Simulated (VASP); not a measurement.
These are PBE GGA, VASP's PBE PAW potentials (set 64) (plane waves; VASP 6.6.1) values and carry that method's errors.

VASP input:

### KPOINTS
```
Automatic mesh
0
Gamma
11 11 6
0 0 0
```

POSCAR:
```
Er
1
    1.8131930000    -3.0636130000     0.0000000000
    1.8131930000     3.0636130000     0.0000000000
    0.0000000000     0.0000000000     5.4381770000
Er
2
Direct
  0.3333330000   0.6666670000   0.2500000000
  0.6941370000   0.3608030000   0.7500000000
```

### INCAR
```
ISIF = 2   ! forces and stress, cell fixed
ALGO = Normal   ! blocked Davidson
SYSTEM = Er
GGA = PE
LASPH = .TRUE.
EDIFF = 1E-6
LREAL = .FALSE.   ! projection in real space or not
LCHARG = .FALSE.
ENCUT = 400   ! plane-wave cut-off (eV)
LMAXMIX = 6   ! l cut-off of mixed one-centre charges
ISMEAR = -5   ! tetrahedra, Bloechl
NELM = 100   ! most electronic steps
LWAVE = .FALSE.
PREC = Accurate
```

POTCAR, in this order: Er_3 (PBE.64 set). Program: vasp_std.

The run wrote:

File OUTCAR:
```
 ion  position               nearest neighbor table
   1  0.333  0.667  0.250-   2 3.37   2 3.37   2 3.40   2 3.40   2 3.48   2 3.48
   2  0.694  0.361  0.750-   1 3.37   1 3.37   1 3.40   1 3.40   1 3.48   1 3.48
  LATTYP: Found a base centered orthorhombic cell.
 ALAT       =     3.6263860000
 B/A-ratio  =     1.6896232227
 C/A-ratio  =     1.4996133892
 Subroutine PRICEL returns:
 Original cell was already a primitive cell.
 Subroutine GETGRP returns: Found  4 space group operations
The static configuration has the point symmetry C_1 .
 The point group associated with its full space group is C_2h.
The dynamic configuration has the point symmetry C_1 .
 Subroutine INISYM returns: Found  4 space group operations
 Subroutine IBZKPT returns following result:
 Found    244 irreducible k-points:

 Following reciprocal coordinates:
            Coordinates               Weight
  0.000000  0.000000  0.000000      1.000000
  0.090909 -0.000000  0.000000      2.000000
 -0.000000  0.090909  0.000000      2.000000
  0.181818 -0.000000  0.000000      2.000000
 -0.000000  0.181818  0.000000      2.000000
  0.272727 -0.000000  0.000000      2.000000
...
```

### OSZICAR
```
       N       E                     dE             d eps       ncg     rms          rms(c)
DAV:   1     0.387602731463E+02    0.38760E+02   -0.78463E+03 10935   0.118E+03
DAV:   2    -0.657234905232E+01   -0.45333E+02   -0.44061E+02 10568   0.482E+02
DAV:   3    -0.886769942941E+01   -0.22954E+01   -0.21664E+01 11371   0.566E+01
DAV:   4    -0.896505141600E+01   -0.97352E-01   -0.93206E-01 11397   0.102E+01
DAV:   5    -0.896987035537E+01   -0.48189E-02   -0.46717E-02 10963   0.183E+00    0.250E+01
DAV:   6    -0.896631267540E+01    0.35577E-02   -0.30517E-02 10688   0.341E+00    0.149E+01
DAV:   7    -0.897671861926E+01   -0.10406E-01   -0.53163E-02 10296   0.443E+00    0.378E-01
DAV:   8    -0.897650959703E+01    0.20902E-03   -0.34526E-03 10416   0.811E-01    0.982E-02
DAV:   9    -0.897651227084E+01   -0.26738E-05   -0.20027E-04 10857   0.197E-01    0.321E-02
DAV:  10    -0.897650519142E+01    0.70794E-05   -0.27004E-05 10787   0.672E-02    0.425E-02
DAV:  11    -0.897650621945E+01   -0.10280E-05   -0.16111E-06  7047   0.196E-02    0.404E-03
DAV:  12    -0.897650651474E+01   -0.29530E-06   -0.30831E-07  5452   0.195E-02
   1 F= -.89765065E+01 E0= -.89765065E+01  d E =0.000000E+00
```

File OUTCAR:
```
------------------------ aborting loop because EDIFF is reached ----------------------------------------
  FORCE on cell =-STRESS in cart. coord.  units (eV):
  Direction    XX          YY          ZZ          XY          YZ          ZX
  --------------------------------------------------------------------------------------
  Total       -0.1148320      0.5211722      0.7987480     -0.1510933      0.0000000      0.0000000
  in kB       -3.0451748     13.8207173     21.1816149     -4.0067716      0.0000000      0.0000000
  external PRESSURE =      10.6523858 kB  Pullay stress =       0.0000000 kB
  volume of cell :       60.42
      direct lattice vectors                 reciprocal lattice vectors
     1.813193000 -3.063613000  0.000000000     0.275756635 -0.163205992  0.000000000
     1.813193000  3.063613000  0.000000000     0.275756635  0.163205992  0.000000000
     0.000000000  0.000000000  5.438177000     0.000000000  0.000000000  0.183885151
 POSITION                                       TOTAL-FORCE (eV/Angst)
 -----------------------------------------------------------------------------------
      1.81319      1.02121      1.35954         0.145780      0.026712     -0.000000
      1.91281     -1.02121      4.07863        -0.145780     -0.026712      0.000000
 -----------------------------------------------------------------------------------
    total drift:                                0.000008      0.000000      0.000000
  FREE ENERGIE OF THE ION-ELECTRON SYSTEM (eV)
  ---------------------------------------------------
  free  energy   TOTEN  =        -8.9765065147 eV

  energy  without entropy=       -8.9765065147  energy(sigma->0) =       -8.97650651
```
(Selected blocks of OUTCAR.)

The 4f electrons are frozen in the core of the lanthanide potential, so 4f levels, which can set the real gap, and their magnetism are missing. For a metal the tetrahedron method with Blöchl corrections gives inexact stress and forces.

The compound is Er in the hcp structure. The cell was not relaxed at this level, atoms are displaced from their ideal sites. The run is one of a series of settings (ISMEAR = -5, SIGMA removed against the base run), some of them coarse on purpose.
